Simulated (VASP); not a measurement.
Here is the system:

```yaml
crystal:
  lattice:
    - [2.80910, 0.00000, 0.00000]
    - [0.00000, 2.80910, 0.00000]
    - [0.00000, 0.00000, 4.03846]
  atoms:
    - { symbol: Ti, position: [0.00000, 0.00000, 0.00000] }
    - { symbol: Al, position: [0.50000, 0.50000, 0.50000] }
```

All values below come from TPSS meta-GGA, VASP's PBE PAW potentials (set 64) (plane waves; VASP). Settings: 520 eV cut-off, 14×14×10 Γ-centred mesh, tetrahedra with Blöchl corrections, potentials Ti_sv Al.

### Question
Give the energies of bands 5 to 10 at the high-symmetry points, in eV from the Fermi level.

### Answer

```
band      Γ      X      M      Z      R      A
----  -----  -----  -----  -----  -----  -----
5     -9.13  -4.61  -3.24  -7.64  -4.97  -2.57
6     -1.91  -4.59  -0.49  -5.30  -3.01  -2.32
7     -0.90  -1.73  -0.49  -0.72  -1.20  -2.32
8     -0.34  -0.27  -0.47   0.66  -1.19   1.93
9      2.24   1.87  -0.22   1.87   1.42   2.20
10     2.24   2.61  -0.22   1.87   1.92   2.61
```

It has no gap at this level: it comes out as a metal or semimetal.

The compound is TiAl in the L1_0 structure. It was relaxed first. The electron count is odd and the run is not spin-polarised, which forces a metal.
